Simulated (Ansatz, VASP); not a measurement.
SrMg in VASP and in Ansatz

File INCAR:

```
SYSTEM = SrMg
  PREC = Accurate
  ENCUT = 520
  EDIFF = 1E-6
  ISMEAR = -1
  SIGMA = 0.05
  LREAL = .FALSE.
  LASPH = .TRUE.
  NELM = 80
  ALGO = Normal
  ISIF = 2
  LWAVE = .FALSE.
  LCHARG = .FALSE.
  NBANDS = 13
```

Contents of KPOINTS:

```
regular mesh
0
G
  9 9 9
  0 0 0
```

POSCAR

```
SrMg
1.0
    3.9129569058      0.0000000000      0.0000000000
    0.0000000000      3.9129569058      0.0000000000
    0.0000000000      0.0000000000      3.9129569058
Sr Mg
1 1
Direct
    0.5000000000      0.5000000000      0.5000000000
    0.0000000000      0.0000000000      0.0000000000
```

Input for Ansatz:

```yaml
crystal:
  lattice:
    - [3.9129569058, 0.0, 0.0]
    - [0.0, 3.9129569058, 0.0]
    - [0.0, 0.0, 3.9129569058]
  atoms:
    - { symbol: Sr, position: [0.5, 0.5, 0.5] }
    - { symbol: Mg, position: [0.0, 0.0, 0.0] }
kpoints:
  mp_grid: { grid: [9, 9, 9] }
  band_path:
    path:
      - [0.0, 0.0, 0.0]
      - [0.0, 0.5, 0.0]
      - [0.5, 0.5, 0.0]
      - [0.0, 0.0, 0.0]
      - [0.5, 0.5, 0.5]
      - [0.0, 0.5, 0.0]
      - [0.5, 0.5, 0.5]
      - [0.5, 0.5, 0.0]
    npoints: 5
scf:
  occupations: { method: fermi_dirac, width: 0.05 }
hamiltonian:
  xc: lda
  pseudopotentials: { kind: all_electron, lapw: { basis_error: 0.0005 } }
output:
  forces: true
  stress: true
  eigenvalues: true
```

Change from the starting cell: volume scaled by 1.01.

Alike in both runs: task single point; functional LDA; k mesh 9 × 9 × 9; occupations fermi-dirac, width 0.05 eV; no spin polarisation.

```csv
,VASP,Ansatz
version,VASP 6.6.1,Ansatz 0.2.0
potentials or method,"VASP PAW LDA potentials, release 64 (Sr_sv, Mg)","all-electron LAPW, scalar-relativistic"
plane-wave cutoff (eV),520,see its input
```

Ansatz gave:

```
pressure (GPa) : 3.1
```

Question: Which values does VASP return?

Answer: Pressure (GPa): 2.9.

Ansatz ran all-electron here, so the differences hold the error of VASP's frozen core and of both bases.
